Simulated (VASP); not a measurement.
Input:

```
IrY
1.0
    3.40000     0.00000     0.00000
    0.00000     3.40000     0.00000
    0.00000     0.00000     3.40000
Ir Y
1 1
Cartesian
  0.00000   0.00000   0.00000
  1.70000   1.70000   1.70000
```

Calculation: LDA (Ceperley-Alder, Perdew-Zunger), VASP's LDA PAW potentials (set 64) (plane waves; VASP). Numerical set-up: 300 eV cut-off, 13×13×13 Γ-centred mesh, Gaussian smearing of 0.14 eV, potentials Ir Y_sv.

At this cut-off the stress carries a Pulay error, which pulls relaxed volumes low. Unless said otherwise, spin-orbit coupling is left out, though it shifts the bands of the heavy elements here.

What does the run give for the energy per atom (σ→0), pressure, band gap (on the k-mesh) with the smallest direct gap where there is one?

The band gap (on the k-mesh) is none (metal, semimetal or under 0.01 eV) and the energy per atom (σ→0) is -9.442 eV/atom. The pressure comes out as -5.57 GPa.

Only differences to runs with the same potentials and settings are physical.

The structure comes from a measured YIr entry of the Crystallography Open Database, whose conditions weren't checked. The cell was not relaxed at this level.
